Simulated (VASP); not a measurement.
Consider the following.

```yaml
crystal:
  lattice:
    - [3.27219, 0.00000, 0.00000]
    - [-1.63610, 2.83380, 0.00000]
    - [0.00000, 0.00000, 16.73723]
  atoms:
    - { symbol: W, position: [0.00000, 0.00000, 0.00000] }
    - { symbol: Se, position: [0.33333, 0.66667, 0.10008] }
    - { symbol: Se, position: [0.33333, 0.66667, 0.89992] }
```

Level of theory: PBEsol GGA, VASP's PBE PAW potentials (set 64) (plane waves; VASP). Run with 400 eV cut-off, 7×7×2 Γ-centred mesh, Gaussian smearing of 0.050 eV, potentials W_sv Se.

The cell holds a wide vacuum, so values per volume refer to the whole cell.

Question: What does the run give for the energy per atom (σ→0)?

Answer: 
The energy per atom (σ→0) is -7745 meV/atom.

Only differences to runs with the same potentials and settings are physical.

The cell is a sheet with vacuum, built from a database entry that may be metastable or hypothetical.
